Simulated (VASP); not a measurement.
# Ti3P2 (Pm-3m) in VASP: a series of runs

The runs below take Ti3P2 through single point, relaxation of cell and atoms, with PBE.

Everything below comes from runs of VASP 6.6.1. Logs are shortened: lines on timing, memory, paths and dates and some standing lists are left out, and cuts for length are marked.

## 1. The cell of the first run

Symmetry: Pm-3m, No. 221, cubic system. The conventional cell has a = 4.497 Å, b = 4.497 Å, c = 4.497 Å, α = 90.00°, β = 90.00°, γ = 90.00°. Ti (site symmetry 4/mmm) has 2 P at 2.25 Å as nearest neighbours. P (site symmetry m-3m) has 12 Ti at 3.18 Å as nearest neighbours. P (site symmetry m-3m) is surrounded by 6 Ti at 2.25 Å.

The cell was built by a generator and needn't be a form met in nature.

## 2. Single point, PBE, collinear spin, typed start (random cell by space group and Wyckoff sites (Pm-3m, No. 221))

INCAR

```
SYSTEM = Ti3P2
  ALGO = Normal
  EDIFF = 1E-7
  ENCUT = 520
  GGA = PE
  ISIF = 2
  ISMEAR = 0
  ISPIN = 2
  LASPH = .TRUE.
  LCHARG = .TRUE.
  LELF = .TRUE.
  LMAXMIX = 4
  LORBIT = 11
  LREAL = .FALSE.
  LVHAR = .TRUE.
  LWAVE = .FALSE.
  MAGMOM = 1 1 1 0 0
  NBANDS = 35
  NELM = 150
  PREC = Accurate
  SIGMA = 0.1
```

KPOINTS

```
k-points
0
G
  4 4 4
  0 0 0
```

POSCAR

```
Ti3P2
1.0
    4.4967746276      0.0000000000      0.0000000000
    0.0000000000      4.4967746276      0.0000000000
    0.0000000000      0.0000000000      4.4967746276
Ti P
3 2
Direct
    0.0000000000      0.5000000000      0.5000000000
    0.5000000000      0.0000000000      0.5000000000
    0.5000000000      0.5000000000      0.0000000000
    0.0000000000      0.0000000000      0.0000000000
    0.5000000000      0.5000000000      0.5000000000
```

Potentials or basis: VASP PAW PBE potentials, release 64 (Ti_sv, P).

On the command line:

```console
cat potpaw_PBE.64/Ti_sv/POTCAR potpaw_PBE.64/P/POTCAR > POTCAR
mpirun -np 1 vasp_std > vasp.out
```

OUTCAR:

```text
SYSTEM = Ti3P2
   EDIFF = 1E-7
   ENCUT = 520
   GGA = PE
   ISIF = 2
   ISMEAR = 0
   ISPIN = 2
   LASPH = .TRUE.
   LORBIT = 11
   LREAL = .FALSE.
   NELM = 150
   PREC = Accurate

 ion  position               nearest neighbor table
   1  0.000  0.500  0.500-   5 2.25   5 2.25
   2  0.500  0.000  0.500-   5 2.25   5 2.25
   3  0.500  0.500  0.000-   5 2.25   5 2.25
   4  0.000  0.000  0.000-
   5  0.500  0.500  0.500-   1 2.25   2 2.25   3 2.25   3 2.25   2 2.25   1 2.25

  LATTYP: Found a simple cubic cell.
 ALAT       =     4.4967746276

  Lattice vectors:

 A1 = (   4.4967746276,   0.0000000000,   0.0000000000)
 A2 = (   0.0000000000,   4.4967746276,   0.0000000000)
 A3 = (   0.0000000000,   0.0000000000,   4.4967746276)

Analysis of symmetry for initial positions (statically):
=====================================================================
 Subroutine PRICEL returns:
 Original cell was already a primitive cell.

 Routine SETGRP: Setting up the symmetry group for a
 simple cubic supercell.

 Subroutine GETGRP returns: Found 48 space group operations
 (whereof 48 operations were pure point group operations)
 out of a pool of 48 trial point group operations.

The static configuration has the point symmetry O_h .

Analysis of symmetry for dynamics (positions and initial velocities):
=====================================================================
 Subroutine PRICEL returns:
 Original cell was already a primitive cell.

 Routine SETGRP: Setting up the symmetry group for a
 simple cubic supercell.

 Subroutine GETGRP returns: Found 48 space group operations
 (whereof 48 operations were pure point group operations)
 out of a pool of 48 trial point group operations.

The dynamic configuration has the point symmetry O_h .

Analysis of structural, dynamic, and magnetic symmetry:
=====================================================================
 Subroutine PRICEL returns:
 Original cell was already a primitive cell.

 Routine SETGRP: Setting up the symmetry group for a
 simple cubic supercell.

 Subroutine GETGRP returns: Found 48 space group operations
 (whereof 48 operations were pure point group operations)
 out of a pool of 48 trial point group operations.

The overall configuration has the point symmetry O_h .

 Subroutine INISYM returns: Found 48 space group operations
 (whereof 48 operations are pure point group operations),
 and found     1 'primitive' translations

----------------------------------------------------------------------------------------

                                     Primitive cell

  volume of cell :      90.9292

  direct lattice vectors                    reciprocal lattice vectors
     4.496774628  0.000000000  0.000000000     0.222381614  0.000000000  0.000000000
     0.000000000  4.496774628  0.000000000     0.000000000  0.222381614  0.000000000
     0.000000000  0.000000000  4.496774628     0.000000000  0.000000000  0.222381614

  length of vectors
     4.496774628  4.496774628  4.496774628     0.222381614  0.222381614  0.222381614

  position of ions in fractional coordinates (direct lattice)
     0.000000000  0.500000000  0.500000000
     0.500000000  0.000000000  0.500000000
     0.500000000  0.500000000  0.000000000
     0.000000000  0.000000000  0.000000000
     0.500000000  0.500000000  0.500000000

  ion indices of the primitive-cell ions
   primitive index   ion index
                 1           1
                 2           2
                 3           3
                 4           4
                 5           5

----------------------------------------------------------------------------------------

 KPOINTS: k-points

Automatic generation of k-mesh.
 Grid dimensions read from file:
 generate k-points for:    4    4    4

 Generating k-lattice:

  Cartesian coordinates                     Fractional coordinates (reciprocal lattice)
     0.055595404  0.000000000  0.000000000     0.250000000  0.000000000  0.000000000
     0.000000000  0.055595404  0.000000000     0.000000000  0.250000000  0.000000000
     0.000000000  0.000000000  0.055595404     0.000000000  0.000000000  0.250000000

  Length of vectors
     0.055595404  0.055595404  0.055595404

  Shift w.r.t. Gamma in fractional coordinates (k-lattice)
     0.000000000  0.000000000  0.000000000

 Subroutine IBZKPT returns following result:
 ===========================================

 Found     10 irreducible k-points:

 Following reciprocal coordinates:
            Coordinates               Weight
  0.000000  0.000000  0.000000      1.000000
  0.250000  0.000000  0.000000      6.000000
  0.500000  0.000000  0.000000      3.000000
  0.250000  0.250000  0.000000     12.000000
  0.500000  0.250000  0.000000     12.000000
  0.500000  0.500000  0.000000      3.000000
  0.250000  0.250000  0.250000      8.000000
  0.500000  0.250000  0.250000     12.000000
  0.500000  0.500000  0.250000      6.000000
  0.500000  0.500000  0.500000      1.000000
   k-points           NKPTS =     10   k-points in BZ     NKDIM =     10   number of bands    NBANDS=     35
   number of dos      NEDOS =    301   number of ions     NIONS =      5
   total plane-waves  NPLWV =  46656
   dimension x,y,z NGX =    36 NGY =   36 NGZ =   36
   dimension x,y,z NGXF=    72 NGYF=   72 NGZF=   72
   ions per type =               3   2
   NGX,Y,Z   is equivalent  to a cutoff of  13.31, 13.31, 13.31 a.u.
   NGXF,Y,Z  is equivalent  to a cutoff of  26.62, 26.62, 26.62 a.u.
 SYSTEM =  Ti3P2
   PREC   = accura    normal or accurate (medium, high low for compatibility)
   ISTART =      0    job   : 0-new  1-cont  2-samecut
   ICHARG =      2    charge: 1-file 2-atom 10-const
   ISPIN  =      2    spin polarized calculation?
   LNONCOLLINEAR =      F non collinear calculations
   LSORBIT =      F    spin-orbit coupling
   LASPH  =      T    aspherical Exc in radial PAW
   ENCUT  =  520.0 eV  38.22 Ry    6.18 a.u.   8.36  8.36  8.36*2*pi/ulx,y,z
   NELM   =    150;   NELMIN=  2; NELMDL= -5     # of ELM steps
   EDIFF  = 0.1E-06   stopping-criterion for ELM
   LREAL  =      F    real-space projection
   EDIFFG = 0.1E-05   stopping-criterion for IOM
   NSW    =      0    number of steps for IOM
   IBRION =     -1    ionic relax: 0-MD 1-quasi-New 2-CG
   NFREE  =      0    steps in history (QN), initial steepest desc. (CG)
   ISIF   =      2    stress and relaxation
   ISYM   =      2    0-nonsym 1-usesym 2-fastsym
   POTIM  = 0.5000    time-step for ionic-motion
   TEBEG  =    0.0;   TEEND  =   0.0 temperature during run
   PSTRESS=    0.0 pullay stress
   NELECT =      46.0000    total number of electrons
   NUPDOWN=      -1.0000    fix difference up-down
   EMIN   =  10.00;   EMAX   =-10.00  energy-range for DOS
   EFERMI =   0.00;   METHOD = LEGACY
   ISMEAR =     0;   SIGMA  =   0.10  broadening in eV -4-tet -1-fermi 0-gaus
   EFERMI_NEDOS =   21; number of points for ismear=-14 and -15
   IALGO  =     38    algorithm
   IMIX   =      4    mixing-type and parameters
     AMIX     =   0.40;   BMIX     =  1.00
     AMIX_MAG =   1.60;   BMIX_MAG =  1.00
  volume/ion in A,a.u.               =      18.19       122.72
  Fermi-wavevector in a.u.,A,eV,Ry     =   1.304447  2.465047 23.151416  1.701581
  Thomas-Fermi vector in A             =   2.435382
   LORBIT       =     11    0 simple, 1 ext, 2 COOP (PROOUT), +10 PAW based schemes
   GGA     = PE    functional components
   LHFCALC =     F    Hartree Fock is set to
   AEXX    =    0.0000 exact exchange contribution
   IVDW    =     0    specifies the selected vdW correction
   LEPSILON=     F    determine dielectric tensor
   LRPA    =     F    only Hartree local field effects (RPA)
 spin polarized calculation
 Gauss-broadening in eV      SIGMA  =   0.10
  energy-cutoff  :      520.00
  volume of cell :       90.93
 maximum number of plane-waves:      2469
 NGX is ok and might be reduce to    36
   NGX = 17   NGY = 17   NGZ = 17

 number of electron      45.9999980 magnetization       0.0007977

 Free energy of the ion-electron system (eV)
  ---------------------------------------------------
  ext. energy  EPLUGINS =         0.00000000
  ---------------------------------------------------
  free energy    TOTEN  =       -34.78137956 eV

  energy without entropy =      -34.73962184  energy(sigma->0) =      -34.76050070

 E-fermi :   7.6338     XC(G=0): -10.7461

 val. band max:        7.6252620610   @ k =   0.5000   0.2500   0.2500
 cond. band min:       7.6601209126   @ k =   0.2500   0.0000   0.0000
 fundamental gap:      0.0348588516
 Fermi energy:         7.6337555635

 spin component 1

 k-point     1 :       0.0000    0.0000    0.0000
  band No.  band energies     occupation
      1     -49.5601      1.00000
      2     -49.5142      1.00000
      3     -49.5142      1.00000
      4     -25.9466      1.00000
      5     -25.9466      1.00000
      6     -25.9466      1.00000
[... 27 lines left out ...]
     34      10.1241      0.00000
     35      10.1241      0.00000

 k-point     2 :       0.2500    0.0000    0.0000
  band No.  band energies     occupation
      1     -49.5542      1.00000
      2     -49.5199      1.00000
      3     -49.5142      1.00000
      4     -25.9294      1.00000
      5     -25.9294      1.00000
      6     -25.9210      1.00000
[... 27 lines left out ...]
     34      10.1461      0.00000
     35      10.1461      0.00000
[... 264 lines left out ...]
     34      11.4917      0.00000
     35      11.4919      0.00000

 k-point    10 :       0.5000    0.5000    0.5000
  band No.  band energies     occupation
      1     -49.5290      1.00000
      2     -49.5290      1.00000
      3     -49.5290      1.00000
      4     -26.0422      1.00000
      5     -25.9413      1.00000
      6     -25.9413      1.00000
[... 27 lines left out ...]
     34      11.4217      0.00000
     35      11.4217      0.00000
 Fermi energy:         7.6337555635

 spin component 2

 k-point     1 :       0.0000    0.0000    0.0000
  band No.  band energies     occupation
      1     -49.5599      1.00000
      2     -49.5141      1.00000
      3     -49.5141      1.00000
      4     -25.9464      1.00000
      5     -25.9464      1.00000
      6     -25.9464      1.00000
[... 27 lines left out ...]
     34      10.1243      0.00000
     35      10.1243      0.00000

 k-point     2 :       0.2500    0.0000    0.0000
  band No.  band energies     occupation
      1     -49.5540      1.00000
      2     -49.5198      1.00000
      3     -49.5140      1.00000
      4     -25.9292      1.00000
      5     -25.9292      1.00000
      6     -25.9208      1.00000
[... 27 lines left out ...]
     34      10.1463      0.00000
     35      10.1463      0.00000
[... 264 lines left out ...]
     34      11.4918      0.00000
     35      11.4919      0.00000

 k-point    10 :       0.5000    0.5000    0.5000
  band No.  band energies     occupation
      1     -49.5288      1.00000
      2     -49.5288      1.00000
      3     -49.5288      1.00000
      4     -26.0420      1.00000
      5     -25.9411      1.00000
      6     -25.9411      1.00000
[... 27 lines left out ...]
     34      11.4218      0.00000
     35      11.4218      0.00000

------------------------ aborting loop because EDIFF is reached ----------------------------------------

  FORCE on cell =-STRESS in cart. coord.  units (eV):
  Direction    XX          YY          ZZ          XY          YZ          ZX
  --------------------------------------------------------------------------------------
  -------------------------------------------------------------------------------------
  Total        0.0900411      0.0900411      0.0900411     -0.0000000      0.0000000      0.0000000
  in kB        1.5865289      1.5865289      1.5865289     -0.0000000      0.0000000      0.0000000
  external PRESSURE =       1.5865289 kB  Pullay stress =       0.0000000 kB

 VOLUME and BASIS-vectors are now :
 -----------------------------------------------------------------------------
  energy-cutoff  :      520.00
  volume of cell :       90.93
      direct lattice vectors                 reciprocal lattice vectors
     4.496774628  0.000000000  0.000000000     0.222381614  0.000000000  0.000000000
     0.000000000  4.496774628  0.000000000     0.000000000  0.222381614  0.000000000
     0.000000000  0.000000000  4.496774628     0.000000000  0.000000000  0.222381614

 POSITION                                       TOTAL-FORCE (eV/Angst)
 -----------------------------------------------------------------------------------
      0.00000      2.24839      2.24839         0.000000      0.000000      0.000000
      2.24839      0.00000      2.24839         0.000000      0.000000      0.000000
      2.24839      2.24839      0.00000         0.000000      0.000000      0.000000
      0.00000      0.00000      0.00000         0.000000      0.000000      0.000000
      2.24839      2.24839      2.24839         0.000000      0.000000      0.000000
 -----------------------------------------------------------------------------------
    total drift:                                0.000000      0.000000      0.000000

  FREE ENERGIE OF THE ION-ELECTRON SYSTEM (eV)
  ---------------------------------------------------
  free  energy   TOTEN  =       -34.7813795596 eV

  energy  without entropy=      -34.7396218405  energy(sigma->0) =      -34.76050070

 total charge

# of ion       s       p       d       tot
------------------------------------------
    1        2.165   6.127   1.992  10.285
    2        2.165   6.127   1.992  10.285
    3        2.165   6.127   1.992  10.285
    4        1.056   1.263   0.000   2.319
    5        1.052   1.718   0.000   2.770
--------------------------------------------------
tot          8.603  21.363   5.977  35.944

 magnetization (x)

# of ion       s       p       d       tot
------------------------------------------
    1        0.000   0.000   0.000   0.000
    2        0.000   0.000   0.000   0.000
    3        0.000   0.000   0.000   0.000
    4        0.000   0.000   0.000   0.000
    5       -0.000   0.000   0.000   0.000
--------------------------------------------------
tot          0.000   0.000   0.000   0.000
```

It took 41 s on 1 thread of Intel Xeon 6975P-C (Granite Rapids), shared host; peak memory 0.25 GiB.

What came out:

| Quantity | Value |
| --- | --- |
| Free energy | -34.7814 eV |
| Pressure | 0.2 GPa |
| Band gap on the k mesh | none (metal or under the smearing width) |
| Net moment | 0.00 μB per cell |
| Valence electrons inside the program's atomic spheres | Ti 10.29; P 2.32, 2.77 |

Levels at points of the mesh, in eV from the Fermi level:
Spin up:
```
           k point  band 21  band 22  band 23  band 24  band 25  band 26
(0.00, 0.00, 0.00)    -1.41    -1.41    -0.56    -0.56    -0.56    -0.04
(0.50, 0.00, 0.00)    -1.54    -0.43     0.26     0.39     0.39     0.51
(0.50, 0.50, 0.00)    -0.58    -0.58     0.24     0.24     0.49     0.94
(0.50, 0.50, 0.50)    -0.03    -0.03    -0.03     0.21     0.21     0.21
```
Spin down:
```tsv
k point	band 19	band 20	band 21	band 22	band 23	band 24	band 25	band 26	band 27	band 28
(0.00, 0.00, 0.00)	-1.82	-1.82	-1.41	-1.41	-0.56	-0.56	-0.56	-0.04	0.62	0.62
(0.50, 0.00, 0.00)	-2.73	-2.73	-1.54	-0.43	0.26	0.39	0.39	0.51	0.57	0.66
(0.50, 0.50, 0.00)	-3.04	-2.68	-0.58	-0.58	0.24	0.24	0.49	0.94	1.01	1.31
(0.50, 0.50, 0.50)	-3.24	-3.24	-0.03	-0.03	-0.03	0.21	0.21	0.21	0.58	1.44
```

## 3. Single point, PBE (random cell by space group and Wyckoff sites (Pm-3m, No. 221))

INCAR

```
PREC = Accurate ; ENCUT = 520
EDIFF = 1E-6 ; ISMEAR = 0
SIGMA = 0.1 ; LREAL = False
LASPH = True ; NELM = 80
ALGO = Normal ; ISIF = 2
LWAVE = False ; LCHARG = False
GGA = PE ; NBANDS = 31
```

KPOINTS

```
Automatic mesh
0
Gamma
  4 4 4
```

POSCAR is that of step 2.

Potentials or basis: VASP PAW PBE potentials, release 64 (Ti_sv, P).

On the command line:

```console
cat potpaw_PBE.64/Ti_sv/POTCAR potpaw_PBE.64/P/POTCAR > POTCAR
mpirun -np 1 vasp_std > vasp.out
```

Run time: 15 s. Hardware: 1 thread of Intel Xeon 6975P-C (Granite Rapids), shared host; peak memory 0.2 GiB.

The run converged. Its results:

| Item | Value |
| --- | --- |
| Free energy | -34.7814 eV |
| Pressure | 0.1 GPa |
| Band gap on the k mesh | none (metal or under the smearing width) |

Levels at points of the mesh, in eV from the Fermi level:
```
           k point  band 21  band 22  band 23  band 24  band 25  band 26
(0.00, 0.00, 0.00)    -1.41    -1.41    -0.56    -0.56    -0.56    -0.04
(0.50, 0.00, 0.00)    -1.54    -0.43     0.26     0.39     0.39     0.51
(0.50, 0.50, 0.00)    -0.58    -0.58     0.24     0.24     0.49     0.94
(0.50, 0.50, 0.50)    -0.03    -0.03    -0.03     0.21     0.21     0.21
```

## 4. Relaxation of cell and atoms, PBE (random cell by space group and Wyckoff sites (Pm-3m, No. 221))

INCAR

```
SYSTEM = Ti3P2
  PREC = Accurate
  ENCUT = 600
  EDIFF = 1E-7
  ISMEAR = 0
  SIGMA = 0.1
  LREAL = .False.
  LASPH = .True.
  NELM = 80
  ALGO = Normal
  ISIF = 3
  LWAVE = .False.
  LCHARG = .False.
  GGA = PE
  IBRION = 2
  NSW = 90
  EDIFFG = -0.04
```

KPOINTS

```
regular mesh
0
Gamma
  4 4 4
  0 0 0
```

POSCAR, as its differences from that of step 3:

```diff
@@ -2,5 +2,5 @@
 1.0
-    4.4967746276      0.0000000000      0.0000000000
-    0.0000000000      4.4967746276      0.0000000000
-    0.0000000000      0.0000000000      4.4967746276
+    4.6308608100      0.0000000000      0.0000000000
+    0.0000000000      4.6308608100      0.0000000000
+    0.0000000000      0.0000000000      4.6308608100
 Ti P
```

On the command line:

```console
cat potpaw_PBE.64/Ti_sv/POTCAR potpaw_PBE.64/P/POTCAR > POTCAR
mpirun -np 1 vasp_std > vasp.out
```

Wall time 64 s (1 thread of Intel Xeon 6975P-C (Granite Rapids), shared host); peak memory 0.25 GiB.

The run converged. Its results:

* Free energy: -34.7841 eV
* Relaxed volume: 18.22 Å³/atom
* Relaxed cell: a = 4.499 Å, b = 4.499 Å, c = 4.499 Å, α = 90.00°, β = 90.00°, γ = 90.00°
* Space group after relaxing (to 0.05 Å): Pm-3m (No. 221)
* Energy gained by relaxing: 39.7 meV/atom
* Ionic steps: 3
* Pressure after relaxing: 0.0 GPa
* Band gap on the k mesh: none (metal or under the smearing width)

The path:
```
step  energy change (eV)  largest force (eV/Å)  pressure (GPa)  volume (Å³)
   1              0.0000                0.0000           -7.22        99.31
   2             -0.1387                0.0000            4.89        86.99
   3             -0.1985                0.0000            0.00        91.08
```

Final structure:
```
CELL_PARAMETERS angstrom
4.49927 0.00000 0.00000
0.00000 4.49927 0.00000
0.00000 0.00000 4.49927
ATOMIC_POSITIONS crystal
Ti 0.00000 0.50000 0.50000
Ti 0.50000 0.00000 0.50000
Ti 0.50000 0.50000 0.00000
P 0.00000 0.00000 0.00000
P 0.50000 0.50000 0.50000
```

Levels at points of the mesh, in eV from the Fermi level:
```tsv
k point	band 21	band 22	band 23	band 24	band 25	band 26
(0.00, 0.00, 0.00)	-1.41	-1.41	-0.56	-0.56	-0.56	-0.04
(0.50, 0.00, 0.00)	-1.54	-0.42	0.26	0.39	0.39	0.51
(0.50, 0.50, 0.00)	-0.58	-0.58	0.24	0.24	0.49	0.94
(0.50, 0.50, 0.50)	-0.03	-0.03	-0.03	0.21	0.21	0.21
```

## 5. The runs side by side

| task | spin | cell | cutoff (eV) | gap on the mesh (eV) | pressure (GPa) |
| --- | --- | --- | --- | --- | --- |
| single point | collinear, typed start | random cell by space group and Wyckoff sites (Pm-3m, No. 221) | 520 | none | 0.2 |
| single point | off | random cell by space group and Wyckoff sites (Pm-3m, No. 221) | 520 | none | 0.1 |
| relaxation of cell and atoms | off | relaxed from: random cell by space group and Wyckoff sites (Pm-3m, No. 221) | 600 | none | 0.0 |

Alike in all rows: level PBE; potentials or basis VASP PAW PBE potentials, release 64 (Ti_sv, P); k mesh 4 × 4 × 4; smearing gaussian 0.1 eV.

Total energies depend on the potentials used, so only differences within one code and one set of settings carry meaning.
